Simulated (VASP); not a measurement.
GaHg:

```
CELL_PARAMETERS angstrom
0.00000 2.89692 2.89692
2.89692 0.00000 2.89692
2.89692 2.89692 0.00000
ATOMIC_POSITIONS crystal
Ga 0.00000 0.00000 0.00000
Hg 0.50000 0.50000 0.50000
```

The cell was built by a generator and needn't be a form met in nature.

```yaml
Program: VASP 6.6.1
Task: single point
Functional: PBE
Potentials_or_basis: VASP PAW PBE potentials, release 64 (Ga_d, Hg)
Cutoff: 520 eV
k_mesh: 8 × 8 × 8
Occupations: fermi-dirac, width 0.05 eV
Spin: no spin polarisation
```

On this cell: pressure 0.2 GPa; largest force zero by symmetry; band gap on the k mesh none (metal or under the smearing width).

The same run follows on a disturbed copy (atoms moved at random, drawn with an rms of 0.05 Å):

```xyz
2
Lattice="0.0000 2.8969 2.8969 2.8969 0.0000 2.8969 2.8969 2.8969 0.0000" Properties=species:S:1:pos:R:3 pbc="T T T"
Ga    0.0055    0.0210    0.0551
Hg    2.9725    2.8505    2.9038
```

Problem. What changes?

Solution. The energy (extrapolated to zero smearing) moves by +5.7 meV/atom; pressure 0.4 GPa; largest force 0.211 eV/Å; band gap on the k mesh none (metal or under the smearing width).

Forces on the atoms (eV/Å):
```
Ga   0.137 -0.131 -0.093
Hg  -0.137  0.131  0.093
```

Stress tensor (GPa, compression positive):
```
 0.45  0.08  0.06
 0.08  0.43 -0.05
 0.06 -0.05  0.30
```
